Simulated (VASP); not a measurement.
```
CELL_PARAMETERS angstrom
      0.00000     2.53957     2.53957
      2.53957     0.00000     2.53957
      2.53957     2.53957     0.00000
ATOMIC_POSITIONS crystal
  Zr 0.00000 0.00000 0.00000
  O  0.25000 0.25000 0.25000
  O  0.75000 0.75000 0.75000
```

Method: vdW-DF-cx, VASP's PBE PAW potentials (set 64) (plane waves; VASP). Settings: 520 eV cut-off, 8×8×8 Γ-centred mesh, tetrahedra with Blöchl corrections, potentials Zr_sv O.

Q: Estimate the energy per atom (σ→0), band gap (on the k-mesh) with the smallest direct gap where there is one.

A: 
```json
{
 "band gap (on the k-mesh)": "3.35 eV",
 "smallest direct gap (on the k-mesh)": "3.78 eV",
 "energy per atom (σ→0)": "-7.789 eV/atom"
}
```

Only differences to runs with the same potentials and settings are physical.

The compound is ZrO2 in the fluorite structure, the high-temperature cubic form, which is unstable at 0 K; the monoclinic form is the stable one. It was relaxed first.
